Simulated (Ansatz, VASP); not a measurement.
## Two plane-wave programs on Mg2C3

```xyz
5
Lattice="2.4543 -2.4053 -0.0060 2.4543 2.4053 -0.0060 -1.2599 0.0000 4.5957" Properties=species:S:1:pos:R:3 pbc="T T T"
Mg    3.7173    0.0000    0.9022
Mg   -0.0686    0.0000    3.6815
C     1.1636    0.0000    1.1980
C     2.4851    0.0000    3.3857
C     1.8243    0.0000    2.2919
```

Alike in both runs: task single point; functional r2SCAN; k mesh 10 × 10 × 6; occupations gaussian, width 0.05 eV; no spin polarisation.

```csv
,VASP,Ansatz
version,VASP 6.6.1,Ansatz 0.2.0
potentials or method,"VASP PAW PBE potentials, release 64 (Mg, C)","scalar-relativistic, plane waves, PAW"
plane-wave cutoff (eV),520,500
valence electrons in the cell,16,32
```

Ansatz gave:

- gap on the k mesh at the Fermi level (eV): 2.22
- least direct gap on the mesh (eV): 3.07
- pressure (GPa): 7.8
- largest component of the traceless stress (GPa): 18.31
- rms of the force components (eV/Å): 0.957

Task: Which values does VASP return?

Result: gap on the k mesh at the Fermi level (eV): 2.19; least direct gap on the mesh (eV): 3.06; pressure (GPa): 7.5; largest component of the traceless stress (GPa): 18.72; rms of the force components (eV/Å): 0.998.

Atom by atom the forces differ by 0.042 eV/Å (rms over components). The two sets of potentials don't hold the same shells in valence.

Caveats: the PAW data sets were made with another functional, which shifts forces and pressure a little (VASP). r2SCAN opens gaps a little over a GGA but as a rule still falls short of measured ones. A k mesh can miss the band edges.
